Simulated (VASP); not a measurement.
Output of a VASP run:

**OSZICAR**
```
       N       E                     dE             d eps       ncg     rms          rms(c)
DAV:   1     0.431682582789E+01    0.43168E+01   -0.37742E+03   568   0.810E+02
DAV:   2    -0.170703680075E+02   -0.21387E+02   -0.20061E+02   816   0.104E+02
DAV:   3    -0.174981008750E+02   -0.42773E+00   -0.42773E+00   624   0.183E+01
DAV:   4    -0.174997941407E+02   -0.16933E-02   -0.16933E-02   912   0.124E+00
DAV:   5    -0.174997947821E+02   -0.64140E-06   -0.64140E-06   632   0.187E-02    0.812E+00
DAV:   6    -0.159321212674E+02    0.15677E+01   -0.69276E+00   592   0.144E+01    0.360E+00
DAV:   7    -0.158796150783E+02    0.52506E-01   -0.26324E-01   864   0.369E+00    0.165E+00
DAV:   8    -0.158654898806E+02    0.14125E-01   -0.18264E-02   576   0.116E+00    0.157E-01
DAV:   9    -0.158654480099E+02    0.41871E-04   -0.85961E-04   864   0.222E-01    0.102E-01
DAV:  10    -0.158654946646E+02   -0.46655E-04   -0.10660E-04   776   0.779E-02    0.209E-02
DAV:  11    -0.158654942910E+02    0.37363E-06   -0.20696E-05   704   0.269E-02    0.463E-03
DAV:  12    -0.158654943870E+02   -0.95948E-07   -0.83191E-07   368   0.697E-03
   1 F= -.15865494E+02 E0= -.15865494E+02  d E =-.156522E-18
```

File OUTCAR:
```
------------------------ aborting loop because EDIFF is reached ----------------------------------------
  FORCE on cell =-STRESS in cart. coord.  units (eV):
  Direction    XX          YY          ZZ          XY          YZ          ZX
  --------------------------------------------------------------------------------------
  Total       -1.6182051     -1.6182051     -1.6182051      0.0000000      0.0000000     -0.0000000
  in kB     -117.9082364   -117.9082364   -117.9082364      0.0000000      0.0000000     -0.0000000
  external PRESSURE =    -117.9082364 kB  Pullay stress =       0.0000000 kB
  volume of cell :       21.99
      direct lattice vectors                 reciprocal lattice vectors
     0.000000000  2.223600000  2.223600000    -0.224860586  0.224860586  0.224860586
     2.223600000  0.000000000  2.223600000     0.224860586 -0.224860586  0.224860586
     2.223600000  2.223600000  0.000000000     0.224860586  0.224860586 -0.224860586
  FREE ENERGIE OF THE ION-ELECTRON SYSTEM (eV)
  ---------------------------------------------------
  free  energy   TOTEN  =       -15.8654943870 eV

  energy  without entropy=      -15.8654943870  energy(sigma->0) =      -15.86549439
```
(Selected blocks of OUTCAR.)

**POSCAR**
```
SiC
1
    0.0000000000     2.2236000000     2.2236000000
    2.2236000000     0.0000000000     2.2236000000
    2.2236000000     2.2236000000     0.0000000000
Si C
1 1
Direct
  0.0000000000   0.0000000000   0.0000000000
  0.2500000000   0.2500000000   0.2500000000
```

Task: Reconstruct the remaining input files.

Result: One answer among several that fit: the input of the run itself, PBEsol GGA, plane waves, VASP's PBE PAW potentials (set 64).

### INCAR
```
! general
SYSTEM = SiC
PREC   = Accurate
ENCUT  = 520
LREAL  = F
LASPH  = T

! electronic loop
EDIFF  = 1E-6
NELM   = 100
ALGO   = Normal

! smearing
ISMEAR = 0
SIGMA  = 0.05

! functional
GGA    = PS

! ions
ISIF   = 2

! output
LWAVE  = F
LCHARG = F
```

### KPOINTS
```
kpoints
0
gamma
9 9 9
0 0 0
```

POTCAR, in this order: Si C (PBE.64 set). Program: vasp_std.

The compound is SiC in the zinc blende structure. The cell was not relaxed at this level. The run is one of a series of settings (GGA = PS against the base run), some of them coarse on purpose.
